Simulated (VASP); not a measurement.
A run of VASP 6.6.1:

INCAR

```
SYSTEM = CaCuH2
  PREC = Accurate
  ENCUT = 600
  EDIFF = 1E-6
  ISMEAR = -1
  SIGMA = 0.05
  LREAL = .FALSE.
  LASPH = .TRUE.
  NELM = 100
  ALGO = Fast
  ISIF = 3
  LWAVE = .FALSE.
  LCHARG = .FALSE.
  GGA = PE
  IVDW = 4
  IBRION = 2
  NSW = 60
  EDIFFG = -0.005
```

KPOINTS

```
Automatic mesh
0
G
  6 6 6
  0 0 0
```

The input POSCAR:

```
CaCuH2
1.0
    1.9452400000      1.1230900000      4.3573800000
   -1.9452400000      1.1230900000      4.3573800000
    0.0000000000     -2.2461700000      4.3573800000
Ca Cu H
1 1 2
Direct
    0.5000000000      0.5000000000      0.5000000000
    0.0000000000      0.0000000000      0.0000000000
    0.8818100000      0.8818100000      0.8818100000
    0.1181900000      0.1181900000      0.1181900000
```

Potentials or basis: VASP PAW PBE potentials, release 64 (Ca_sv, Cu, H).

Run with:

```sh
$ cat potpaw_PBE.64/Ca_sv/POTCAR potpaw_PBE.64/Cu/POTCAR potpaw_PBE.64/H/POTCAR > POTCAR
$ mpirun -np 1 vasp_std > vasp.out
```

Hardware: 1 thread of Intel(R) Xeon(R) 6975P-C (Granite Rapids), on a shared host.

Problem. How long does it take, and how much memory?

Solution. Run time: 7.7 min on 1 thread of Intel(R) Xeon(R) 6975P-C (Granite Rapids) (shared host), peak memory 0.3 GiB. Counts: scf iterations 203, k points 32, ion steps 24.
